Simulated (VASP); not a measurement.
Given:

```xyz
2
Lattice="0.0000 2.8397 2.8397 2.8397 0.0000 2.8397 2.8397 2.8397 0.0000" Properties=species:S:1:pos:R:3 pbc="T T T"
Ba     0.0000     0.0000     0.0000
O      2.8397     2.8397     2.8397
```

Calculation: RPBE GGA, VASP's PBE PAW potentials (set 64) (plane waves; VASP). Numerical set-up: 520 eV cut-off, Gaussian smearing of 0.050 eV, potentials Ba_sv O.

Unless said otherwise, spin-orbit coupling is left out, though it shifts the bands of the heavy elements here.

Give the energies of bands 6 to 11 at the high-symmetry points, in eV from the valence-band maximum.

| band | Γ | X | U | L | W |
|---|---|---|---|---|---|
| 6 | -0.16 | -0.05 | -0.73 | -1.67 | -1.04 |
| 7 | -0.16 | -0.05 | -0.54 | -1.15 | -0.14 |
| 8 | -0.16 | 0.00 | -0.11 | -1.15 | -0.14 |
| 9 | 3.42 | 2.31 | 3.60 | 4.92 | 4.69 |
| 10 | 4.75 | 5.71 | 6.45 | 6.94 | 4.69 |
| 11 | 4.75 | 8.49 | 6.64 | 6.94 | 6.52 |

The gap is direct, 2.31 eV, from the valence maximum at X to the conduction minimum at X.

Measured: gap 4.40 eV (computed value off by -2.09 eV), as given by Abedi et al., (2022), arXiv:2211.14644.

The compound is BaO in the rock salt structure. It was relaxed first, which changed the volume by +8 %.
